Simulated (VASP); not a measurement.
The system is SnBrCl3.

```
Sn Br Cl
1.0
     5.39855    0.00000    0.00000
     0.00000    5.39855    0.00000
     0.00000    0.00000    5.39855
Sn Br Cl
1 1 3
Direct
  0.50000 0.50000 0.50000
  0.00000 0.00000 0.00000
  0.00000 0.50000 0.50000
  0.50000 0.00000 0.50000
  0.50000 0.50000 0.00000
```

The cell was built by a generator and needn't be a form met in nature.

| Property | Result |
| --- | --- |
| Program | VASP 6.6.1 |
| Task | relaxation of cell and atoms |
| Functional | PBE |
| Potentials or basis | VASP PAW PBE potentials, release 64 (Sn_d, Br, Cl) |
| Cutoff | 520 eV |
| k mesh | 3 × 3 × 3 |
| Occupations | gaussian, width 0.15 eV |
| Spin | no spin polarisation |

At the start: pressure -1.7 GPa; volume 31.47 Å³/atom.

Task: Where does the relaxation end?

Result: Over 4 steps the energy falls by 13.4 meV/atom and the volume is 29.04 Å³/atom (-7.7 %); space group Pm-3m (No. 221, to 0.05 Å).

The path:
| step | energy change (eV) | largest force (eV/Å) | pressure (GPa) | volume (Å³) |
| --- | --- | --- | --- | --- |
| 1 | 0.0000 | 0.0000 | -1.69 | 157.34 |
| 2 | -0.0577 | 0.0000 | -0.50 | 149.88 |
| 3 | -0.0634 | 0.0000 | -0.54 | 148.31 |
| 4 | -0.0669 | 0.0000 | 0.07 | 145.20 |

Final structure:
```xyz
5
Lattice="5.2560 0.0000 0.0000 0.0000 5.2560 0.0000 0.0000 0.0000 5.2560" Properties=species:S:1:pos:R:3 pbc="T T T"
Sn    2.6280    2.6280    2.6280
Br    0.0000    0.0000    0.0000
Cl    0.0000    2.6280    2.6280
Cl    2.6280    0.0000    2.6280
Cl    2.6280    2.6280    0.0000
```

Caveat: the k mesh is coarse (spacing up to 0.39 Å⁻¹), so the values aren't converged.
